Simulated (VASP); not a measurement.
A convergence study with VASP on Fe (bcc): one setting is varied, all else stays as given below, so the limit is that of these other settings. Each run relaxes cell and ions from the cell shown. The basis is that of the starting cell, so low cut-offs carry a Pulay error.

```
Fe
1.0
   -1.43500     1.43500     1.43500
    1.43500    -1.43500     1.43500
    1.43500     1.43500    -1.43500
Fe
1
Direct
  0.00000   0.00000   0.00000
```
Starting moments (μB, in the order of the record's atoms Fe): 2.5.

These are PBE GGA, VASP's PBE PAW potentials (set 64) (plane waves; VASP) values and carry that method's errors. The tightest run used: 700 eV cut-off, 15×15×15 Γ-centred mesh, first-order Methfessel-Paxton smearing of 0.10 eV, potentials Fe.

### Question
The settings run are ENCUT = 200; ENCUT = 250; ENCUT = 300; ENCUT = 350; ENCUT = 400; ENCUT = 450; ENCUT = 500; ENCUT = 550; ENCUT = 600; ENCUT = 650; ENCUT = 700. From which on does the relaxed volume stay within 0.02 Å³/atom of the tightest run?

### Answer
From ENCUT = 450 on: it is off by 0.008 there and by no more than 0.02 in any finer run, while ENCUT = 400 is off by 0.034.
| setting | relaxed volume (Å³/atom) | E (eV/atom) | moment (μB) | plane waves | difference judged (Å³/atom) |
|---|---|---|---|---|---|
| ENCUT = 200 | 9.500 | -8.1233 | 0.000 | 82 | 1.854 |
| ENCUT = 250 | 11.018 | -8.2537 | 2.151 | 116 | 0.336 |
| ENCUT = 300 | 11.343 | -8.2521 | 2.186 | 146 | 0.011 |
| ENCUT = 350 | 11.322 | -8.2491 | 2.184 | 185 | 0.032 |
| ENCUT = 400 | 11.320 | -8.2448 | 2.184 | 236 | 0.034 |
| ENCUT = 450 | 11.346 | -8.2434 | 2.187 | 266 | 0.008 |
| ENCUT = 500 | 11.354 | -8.2433 | 2.188 | 321 | 0.000 |
| ENCUT = 550 | 11.352 | -8.2432 | 2.188 | 370 | 0.002 |
| ENCUT = 600 | 11.351 | -8.2431 | 2.188 | 406 | 0.003 |
| ENCUT = 650 | 11.352 | -8.2429 | 2.188 | 458 | 0.002 |
| ENCUT = 700 | 11.354 | -8.2429 | 2.188 | 531 | 0.000 |

Left out are rungs that failed or repeat a setting and relaxations that didn't move; long series are thinned to 24 rows.

The compound is Fe in the bcc structure.
